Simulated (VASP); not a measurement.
The system is Al3Si2F.

```
Al Si F
1.0
     3.75842    0.00000    0.00000
    -1.87921    3.25488    0.00000
     0.00000    0.00000    7.41119
Al Si F
3 2 1
Direct
  0.33333 0.66667 0.50000
  0.66667 0.33333 0.50000
  0.00000 0.00000 0.50000
  0.00000 0.00000 0.24527
  0.00000 0.00000 0.75473
  0.00000 0.00000 0.00000
```

The cell was built by a generator and needn't be a form met in nature.

| Item | Value |
| --- | --- |
| Program | VASP 6.6.1 |
| Task | relaxation of cell and atoms |
| Functional | PBE |
| Potentials or basis | VASP PAW PBE potentials, release 64 (Al, Si, F) |
| Cutoff | 520 eV |
| k mesh | 4 × 4 × 2 |
| Occupations | gaussian, width 0.15 eV |
| Spin | no spin polarisation |

At the start: pressure 66.3 GPa; volume 15.11 Å³/atom.

Task: Where does the relaxation end?

Result: Over 7 steps the energy falls by 1609.1 meV/atom and the volume is 24.96 Å³/atom (+65.2 %); space group P6/mmm (No. 191, to 0.05 Å).

Step by step:
```tsv
step	energy change (eV)	largest force (eV/Å)	pressure (GPa)	volume (Å³)
1	0.0000	8.4626	66.26	90.66
2	-7.1685	1.4443	-9.88	199.81
3	-9.4685	1.5843	1.88	146.06
4	-9.4662	1.6127	1.36	147.35
5	-9.6133	0.5453	-1.24	152.97
6	-9.6159	0.4036	-1.53	153.79
7	-9.6546	0.0493	-0.09	149.76
```

Final structure:
```cif
data_structure
_symmetry_space_group_name_H-M 'P 1'
_symmetry_Int_Tables_number 1
_cell_length_a 4.4401
_cell_length_b 4.4401
_cell_length_c 8.7713
_cell_angle_alpha 90.000
_cell_angle_beta 90.000
_cell_angle_gamma 120.000
_cell_volume 149.76
loop_
_atom_site_label
_atom_site_type_symbol
_atom_site_fract_x
_atom_site_fract_y
_atom_site_fract_z
_atom_site_occupancy
Al1 Al 0.33333 0.66667 0.50000 1
Al2 Al 0.66667 0.33333 0.50000 1
Al3 Al 0.00000 0.00000 0.50000 1
Si1 Si 0.00000 0.00000 0.21958 1
Si2 Si 0.00000 0.00000 0.78042 1
F1 F 0.00000 0.00000 0.00000 1
```

Caveat: the k mesh is coarse (spacing up to 0.48 Å⁻¹), so the values aren't converged; the volume moved by over 15 % at a fixed basis, so the end points are rough.
